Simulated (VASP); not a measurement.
Calculation: PBE GGA, VASP's PBE PAW potentials (set 64) (plane waves; VASP 6.6.1).

The input files of a VASP run:

**POSCAR**
```
ZnO
1.0
  1.6454688831  -2.8500361621   0.0000000000
  1.6454688831   2.8500361621   0.0000000000
  0.0000000000   0.0000000000   5.2763080583
Zn O
2 2
direct
  0.6666670000   0.3333330000   0.5002389127
  0.3333330000   0.6666670000   0.0002389127
  0.6666670000   0.3333330000   0.8817610873
  0.3333330000   0.6666670000   0.3817610873
```

### KPOINTS
```
Automatic mesh
0
Gamma
7 7 4
0 0 0
```

### INCAR
```
ALGO  =  Normal
EDIFF  =  1E-6
EDIFFG  =  -0.02
ENCUT  =  480
GGA  =  PE
IBRION  =  2
ISIF  =  3
ISMEAR  =  0
LASPH  =  .TRUE.
LCHARG  =  .FALSE.
LMAXMIX  =  4
LREAL  =  .FALSE.
LWAVE  =  .FALSE.
NELM  =  100
NSW  =  60
PREC  =  Accurate
SIGMA  =  0.05
SYSTEM  =  ZnO
```

POTCAR, in this order: Zn O (PBE.64 set). Program: vasp_std.

### Question
What will the output report for the number of irreducible k-points (NKPTS), largest plane-wave count, number of space-group operations, FFT grid (NGX, NGY, NGZ)?

### Answer

The number of irreducible k-points (NKPTS) is 24 and the largest plane-wave count is 1194. The number of space-group operations is 12. The FFT grid (NGX, NGY, NGZ) is 24 × 24 × 40.

The compound is ZnO in the wurtzite structure. This run relaxes it. Symmetry was kept, so distortions that lower it aren't found. The start is the result of an earlier pass.
